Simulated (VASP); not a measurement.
Runs of VASP 6.6.1 on Au. It takes space group Fm-3m (No. 225, cubic). The conventional cell has a = 4.082 Å, b = 4.082 Å, c = 4.082 Å, α = 90.00°, β = 90.00°, γ = 90.00°. Around Au (site symmetry m-3m) lie 12 Au at 2.89 Å. 

```tsv
level	k mesh	cutoff (eV)	smearing	gap on the mesh (eV)	pressure (GPa)
PBEsol	18 × 18 × 18	520	gaussian 0.5 eV	none	(a)
PBEsol	18 × 18 × 18	900	gaussian 0.1 eV	none	0.1
PBEsol	26 × 26 × 26	520	gaussian 0.1 eV	none	-0.1
r2SCAN	18 × 18 × 18	520	gaussian 0.1 eV	none	5.6
PBEsol	18 × 18 × 18	700	gaussian 0.1 eV	none	0.1
```

Alike in all rows: task single point; potentials or basis VASP PAW PBE potentials, release 64 (Au); no spin polarisation; cell as given.

Question: Estimate the missing entries.

Answer: (a) 0.0.

Caveats: the PAW data sets were made with another functional, which shifts forces and pressure a little.

A k mesh can miss the band edges, and the runs leave out spin-orbit coupling on Au.

A gap of «none» marks a metal or a gap under the smearing width.

Not every run made on this cell is shown here.
